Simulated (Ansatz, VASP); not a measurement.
**Ba2TeS: VASP beside Ansatz**

```
S Ba Te
1.0
     4.60241    0.00000    0.00000
     0.00000    4.60241    0.00000
     0.00000    0.00000    6.51465
S Ba Te
1 2 1
Direct
  0.00000 0.00000 0.00000
  0.00000 0.00000 0.50000
  0.50000 0.50000 0.00000
  0.50000 0.50000 0.50000
```

Change from the starting cell: hydrostatic strain -4.0%.

Alike in both runs: task single point; functional r2SCAN; k mesh 6 × 6 × 4; no spin polarisation.

```csv
,VASP,Ansatz
version,VASP 6.6.1,Ansatz 0.2.0
potentials or method,"VASP PAW PBE potentials, release 64 (S, Ba_sv, Te)","plane waves, PAW"
plane-wave cutoff (eV),520,500
occupations,"gaussian, width 0.01 eV",fixed
valence electrons in the cell,32,42
```

```csv
,VASP,Ansatz,Ansatz less VASP
gap on the k mesh at the Fermi level (eV),1.72,1.84,+0.115
pressure (GPa),6.3,5.7,-0.62
```

The two sets of potentials don't hold the same shells in valence.

Caveats: the PAW data sets were made with another functional, which shifts forces and pressure a little (VASP); spin-orbit coupling is left out, which moves the levels of the heavy elements. A k mesh can miss the band edges.
